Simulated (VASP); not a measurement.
```
CELL_PARAMETERS angstrom
      3.47321     0.00000     0.00000
      0.00000    10.45244     0.00000
      0.00000     0.00000     3.41054
ATOMIC_POSITIONS crystal
  Pt 0.00000 0.00000 0.50000
  Pt 0.50000 0.50000 0.00000
  Cl 0.89044 0.85930 0.00000
  Cl 0.10956 0.14070 0.00000
  Cl 0.39044 0.64070 0.50000
  Cl 0.60956 0.35930 0.50000
```

Computed with LDA (Ceperley-Alder, Perdew-Zunger) with spin-orbit coupling, VASP's LDA PAW potentials (set 64) (plane waves; VASP). Numerical set-up: 400 eV cut-off, 6×2×6 Γ-centred mesh, Gaussian smearing of 0.050 eV, potentials Pt Cl.

The path is coarsely sampled, so an indirect gap can come out somewhat too large.

Give the energies of bands 39 to 52 at the high-symmetry points, in eV from the valence-band maximum.

```tsv
band	Γ	X	S	Y	Z	U	R	T
39	-2.54	-2.47	-2.47	-2.60	-2.55	-2.49	-2.50	-2.54
40	-2.54	-2.47	-2.47	-2.60	-2.55	-2.49	-2.50	-2.54
41	-1.72	-0.70	-0.77	-1.70	-1.62	-0.95	-0.86	-1.64
42	-1.72	-0.70	-0.77	-1.70	-1.62	-0.95	-0.86	-1.64
43	-1.68	-0.70	-0.77	-1.70	-1.62	-0.93	-0.86	-1.62
44	-1.68	-0.70	-0.77	-1.70	-1.62	-0.93	-0.86	-1.62
45	-0.46	-0.06	-0.04	-0.29	-0.36	-0.05	-0.04	-0.39
46	-0.46	-0.06	-0.04	-0.29	-0.36	-0.05	-0.04	-0.39
47	-0.14	-0.06	-0.04	-0.29	-0.36	0.00	-0.04	-0.35
48	-0.14	-0.06	-0.04	-0.29	-0.36	0.00	-0.04	-0.35
49	1.09	1.54	1.55	1.48	1.49	1.46	1.33	1.42
50	1.09	1.54	1.55	1.48	1.49	1.46	1.33	1.42
51	1.88	1.54	1.55	1.48	1.49	1.48	1.33	1.46
52	1.88	1.54	1.55	1.48	1.49	1.48	1.33	1.46
```

The gap is indirect, 0.55 eV, from the valence maximum at U to the conduction minimum at Γ-Z at 0.50.

The structure comes from a computed database's PtCl2 entry (Pnnm); how it stands against other phases isn't given here. It was relaxed first, which changed the volume by -14 %.
